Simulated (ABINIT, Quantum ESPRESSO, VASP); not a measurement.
Code comparison for Al (Fm-3m, 1 atom in the cell)

Self-consistent single point, at a second geometry (lattice scaled by 0.98). First geometry:

```xyz
1
Lattice="0.0000 2.0027 2.0027 2.0027 0.0000 2.0027 2.0027 2.0027 0.0000" Properties=species:S:1:pos:R:3 pbc="T T T"
Al     0.0000     0.0000     0.0000
```

Shared settings, as Quantum ESPRESSO writes them: occupations = smearing; smearing = fermi-dirac; degauss = 0.0073499 Ry; K_POINTS = automatic 14 14 14 0 0 0. Potentials and cutoffs stand in the table.

| code | model | ΔF from the first geometry (meV/atom) | pressure (GPa) | cutoff |
|---|---|---|---|---|
| VASP | PBE, VASP's PBE PAW potentials (set 64) | 29.2 | 7.95 | 300 eV |
| ABINIT | PBE, norm-conserving pseudopotentials (PseudoDojo nc-sr-05 PBE standard) | 27.3 | 7.76 | 544 eV |
| Quantum ESPRESSO | PBE, PSlibrary PAW (PBE) pseudopotentials | 28.6 | 8.00 | 35 Ry |

The spread over the programs that give each value: ΔF from the first geometry within 1.9 meV/atom; pressure within 0.24 GPa.

VASP's run is marked for a possible Pulay error in its stress at this cutoff; no cutoff test was made.

The starting cell has typed, rounded lattice constants, without a prior relaxation at this level. Its lattice was rescaled by a random factor within 2.5 % of one. For this run, on top of that: lattice scaled by 0.98.

Left out of this page: Ansatz, GPAW, CP2K, PySCF, Elk, FLEUR and SIESTA (not drawn, or without a comparable value).
